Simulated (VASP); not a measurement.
VASP input:

### KPOINTS
```
Automatic mesh
0
Gamma
8 8 8
0 0 0
```

**INCAR**
```
# general
SYSTEM =BeTe
PREC   =Accurate
ENCUT  =500
LREAL  =.FALSE.   # projection in real space or not
LASPH  =.TRUE.   # aspherical one-centre terms

# electronic loop
EDIFF  =1E-6   # SCF stop (eV)
NELM   =100   # most electronic steps
ALGO   =Normal
LMAXMIX=4

# smearing
ISMEAR =0
SIGMA  =0.05

# functional
GGA    =PE   # PBE

# ions
IBRION =2
NSW    =40   # most ionic steps
ISIF   =3   # ions, shape and volume
EDIFFG =-0.02   # ionic stop
PSTRESS=50   # kbar

# output
LWAVE  =.FALSE.
LCHARG =.FALSE.
```

File POSCAR:
```
BeTe
1.0
  0.0000000000   2.7631330688   2.7631330688
  2.7631330688   0.0000000000   2.7631330688
  2.7631330688   2.7631330688   0.0000000000
Be Te
1 1
Cartesian
  0.0000000000   0.0000000000   0.0000000000
  1.3815665344   1.3815665344   1.3815665344
```

POTCAR, in this order: Be Te (PBE.64 set). Program: vasp_std.

Translate this PBE calculation to Quantum ESPRESSO's pw.x.

One equivalent input (not run):
```
&CONTROL
  calculation = 'vc-relax'
  pseudo_dir = './pseudo'
  outdir = './out'
  tprnfor = .true.
  tstress = .true.
  nstep = 40
  forc_conv_thr = 0.00078
/
&SYSTEM
  ibrav = 0
  nat = 2
  ntyp = 2
  ecutwfc = 88
  occupations = 'smearing'
  smearing = 'gaussian'
  degauss = 0.003675
  input_dft = 'pbe'
/
&ELECTRONS
  conv_thr = 7.3e-08
  electron_maxstep = 100
/
&IONS
/
&CELL
  press = 50
/
ATOMIC_SPECIES
  Be 9.012 Be.upf
  Te 127.600 Te.upf
CELL_PARAMETERS angstrom
     0.0000000    2.7631331    2.7631331
     2.7631331    0.0000000    2.7631331
     2.7631331    2.7631331    0.0000000
ATOMIC_POSITIONS crystal
  Be   0.0000000  0.0000000  0.0000000
  Te   0.2500000  0.2500000  0.2500000
K_POINTS automatic
  8 8 8 0 0 0
```
What does not carry over: the potentials are each code's own (VASP's PAW set, PseudoDojo norm-conserving files in pw.x), so ENCUT and ecutwfc are chosen apart and not converted; conv_thr bounds pw.x's estimated SCF error, while EDIFF bounds the energy change between steps; forc_conv_thr acts on force components and is met together with etot_conv_thr.

The compound is BeTe in the zinc blende structure. It was relaxed first under an external pressure of 5 GPa.
